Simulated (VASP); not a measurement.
# NiMoIrPdW: atomic charges with PBE

The system is NiMoIrPdW.

```xyz
5
Lattice="2.7661 0.0000 0.0000 -1.3830 2.3955 0.0000 0.0000 0.0000 11.0228" Properties=species:S:1:pos:R:3 pbc="T T T"
Ni    0.0000    1.5970    6.5818
Mo    0.0000    0.0000    4.5275
Pd    1.3831    0.7985    8.7653
Ir    1.3831    0.7985    2.2003
W     0.0000    1.5970   10.9935
```

The cell was built by a generator and needn't be a form met in nature.

```
Program                : VASP 6.6.1
Task                   : atomic charges
Functional             : PBE
Potentials or basis    : VASP PAW PBE potentials, release 64 (Ni, Mo_sv, Pd, Ir, W_sv)
Cutoff                 : 520 eV
k mesh                 : 11 × 11 × 3
Occupations            : fermi-dirac, width 0.05 eV
Spin                   : collinear spin, ferromagnetic start
Starting moments       : [1.0, 1.0, 0.0, 0.6, 0.0] μB
Further INCAR settings : ALGO = Fast; EDIFF = 1e-06
```

```
Pressure                                              : 0.4 GPa
Largest force                                         : 0.145 eV/Å
Band gap on the k mesh                                : none (metal or under the smearing width)
Net moment                                            : 0.00 μB per cell
Valence electrons inside the program's atomic spheres : Ni 9.17; Mo 12.46; Pd 9.58; Ir 8.39; W 12.07
```

Forces in eV/Å, atoms in the order of the input:
```
Ni   0.000  0.000 -0.025
Mo   0.000  0.000 -0.065
Pd   0.000  0.000 -0.093
Ir   0.000  0.000  0.039
W    0.000  0.000  0.145
```

Stress tensor (GPa, compression positive):
```
 0.92  0.00  0.00
 0.00  0.92  0.00
 0.00  0.00 -0.55
```

Levels at points of the mesh, in eV from the Fermi level:
Spin up:
```tsv
k point	band 26	band 27	band 28	band 29	band 30	band 31
(0.00, 0.00, 0.00)	-1.47	-1.06	-1.06	-0.92	-0.33	-0.33
```
Spin down:
| k point | band 25 | band 26 | band 27 | band 28 | band 29 | band 30 | band 31 | band 32 |
| --- | --- | --- | --- | --- | --- | --- | --- | --- |
| (0.00, 0.00, 0.00) | -1.47 | -1.47 | -1.06 | -1.06 | -0.92 | -0.33 | -0.33 | -0.20 |

Run time: 6.7 min on 4 MPI ranks on Intel(R) Xeon(R) Platinum 8488C (Sapphire Rapids) (shared host), peak memory 0.61 GiB a rank.

Spin-orbit coupling is left out, which matters for the levels of Ir, W.
